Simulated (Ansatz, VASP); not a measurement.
## Two plane-wave programs on Y2SiF2

```xyz
5
Lattice="4.0867 0.0000 0.0000 -2.0434 3.5392 0.0000 0.0000 0.0000 6.9652" Properties=species:S:1:pos:R:3 pbc="T T T"
Y     0.0000    2.3595    4.7092
Y     2.0434    1.1797    2.2560
Si    0.0000    0.0000    3.4826
F     0.0000    2.3595    0.1054
F     2.0434    1.1797    6.8598
```

Alike in both runs: task single point; functional PBE; k mesh 6 × 6 × 4; occupations gaussian, width 0.1 eV; no spin polarisation.

|  | VASP | Ansatz |
| --- | --- | --- |
| version | VASP 6.6.1 | Ansatz 0.2.0 |
| potentials or method | VASP PAW PBE potentials, release 64 (Y_sv, Si, F) | scalar-relativistic, plane waves, PAW |
| plane-wave cutoff (eV) | 520 | 420 |
| valence electrons in the cell | 40 | 40 |

```csv
,VASP,Ansatz,Ansatz less VASP
gap on the k mesh at the Fermi level (eV),none,none,-
pressure (GPa),10.4,10.6,+0.14
largest component of the traceless stress (GPa),18.41,18.48,+0.075
rms of the force components (eV/Å),2.692,2.702,+0.0098
```

Atom by atom the forces differ by 0.011 eV/Å (rms over components). A gap of «none» marks a metal or a gap that the smearing closes.

Caveats: forces of over 1 eV/Å show positions far from the minimum, so gaps and moduli don't describe the material at rest.
